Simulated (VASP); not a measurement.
Write the native input for VASP 6.6.1 that does the following.

| Property | Result |
| --- | --- |
| Task | relaxation of the atoms |
| Functional | PBE |
| Potentials or basis | VASP PAW PBE potentials, release 64 (Na, Cl) |
| Cutoff | 300 eV |
| k mesh | 4 × 4 × 4 |
| Occupations | gaussian, width 0.03 eV |
| Spin | no spin polarisation |
| Further INCAR settings | ALGO = Fast; EDIFF = 1e-07; IBRION = 2; EDIFFG = -0.01; NSW = 40 |

The structure of NaCl lies in POSCAR:

```
NaCl                                    
1.0
    0.0000000000      2.8746614381      2.8746614381
    2.8746614381      0.0000000000      2.8746614381
    2.8746614381      2.8746614381      0.0000000000
  Na              Cl            
     1     1
Direct
     0.0000000000000000    0.0000000000000000    0.0000000000000000
     0.5000000000000000    0.5000000000000000    0.5000000000000000
```

The cell isn't the ideal one: a relaxed cell with its volume scaled by 1.06.

These files were run (other wordings do the same):

INCAR

```
PREC     = Accurate       # precision mode
ENCUT    = 300            # plane-wave cutoff, eV
EDIFF    = 1E-7           # SCF threshold, eV
ISMEAR   = 0              # smearing method
SIGMA    = 0.03           # smearing width, eV
LREAL    = False          # projectors in reciprocal space
LASPH    = True           # aspherical terms in the spheres
NELM     = 80             # most SCF steps
ALGO     = Fast           # electronic algorithm
ISIF     = 2              # what is computed and relaxed
LWAVE    = False          # write WAVECAR
LCHARG   = False          # write CHGCAR
GGA      = PE             # functional
IBRION   = 2              # ionic algorithm
NSW      = 40             # ionic steps
EDIFFG   = -0.01          # ionic threshold
```

KPOINTS

```
Automatic mesh
0
Gamma
  4 4 4
```

Potentials or basis: VASP PAW PBE potentials, release 64 (Na, Cl).

Run with:

```sh
$ cat potpaw_PBE.64/Na/POTCAR potpaw_PBE.64/Cl/POTCAR > POTCAR
$ mpirun -np 1 vasp_std > vasp.out
```

It gave:

- Pressure after relaxing: -1.3 GPa
- Band gap on the k mesh: 4.88 eV, direct

Caveat: the k mesh is coarse (spacing up to 0.47 Å⁻¹), so the values aren't converged; the cutoff is under 1.25 times the usual one of these potentials, so pressure, stress and relaxed cells hold a basis-set (Pulay) error; the relaxation stopped at its first step, so nothing moved.

Wall time 7.8 s on 1 thread of AMD EPYC 7R43 64-Core Processor (Zen 3) (shared host), peak memory 0.09 GiB.
